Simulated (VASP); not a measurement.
An input for Quantum ESPRESSO's pw.x (written as the equivalent of a VASP run, and not itself run):

```
&CONTROL
  calculation = 'scf'
  pseudo_dir = './pseudo'
  outdir = './out'
  tprnfor = .true.
  tstress = .true.
/
&SYSTEM
  ibrav = 0
  nat = 2
  ntyp = 2
  ecutwfc = 60.3
  occupations = 'smearing'
  smearing = 'gaussian'
  degauss = 0.003675
  input_dft = 'pbe'
/
&ELECTRONS
  conv_thr = 7.3e-08
  electron_maxstep = 100
/
ATOMIC_SPECIES
  Tl 204.380 Tl.upf
  Br 79.904 Br.upf
CELL_PARAMETERS angstrom
     3.9288720    0.0000000    0.0000000
     0.0000000    4.0329330    0.0000000
     0.0000000    0.0000000    4.0777190
ATOMIC_POSITIONS crystal
  Tl   0.0000000  0.0000000  0.0000000
  Br   0.5068320  0.5000000  0.5000000
K_POINTS automatic
  6 6 6 0 0 0
```

Task: Translate this input to VASP (INCAR, KPOINTS, POSCAR, choice of POTCAR).

Result: Several could match; the one computed here: 
INCAR:
```
ALGO = Normal
EDIFF = 1E-6
ENCUT = 400
GGA = PE
ISIF = 2
ISMEAR = 0
LASPH = .TRUE.
LCHARG = .FALSE.
LMAXMIX = 4
LREAL = .FALSE.
LWAVE = .FALSE.
NELM = 100
PREC = Accurate
SIGMA = 0.05
SYSTEM = TlBr
```

### KPOINTS
```
Automatic
0
gamma
 6 6 6
```

File POSCAR:
```
TlBr
1
    3.9288720000     0.0000000000     0.0000000000
    0.0000000000     4.0329330000     0.0000000000
    0.0000000000     0.0000000000     4.0777190000
Tl Br
1 1
Direct
  0.0000000000   0.0000000000   0.0000000000
  0.5068320000   0.5000000000   0.5000000000
```

POTCAR, in this order: Tl_d Br (PBE.64 set). Program: vasp_std.

What does not carry over: the potentials are each code's own (VASP's PAW set, PseudoDojo norm-conserving files in pw.x), so ENCUT and ecutwfc are chosen apart and not converted; conv_thr bounds pw.x's estimated SCF error, while EDIFF bounds the energy change between steps.

The compound is TlBr in the CsCl type structure. The cell was not relaxed at this level, atoms are displaced from their ideal sites.
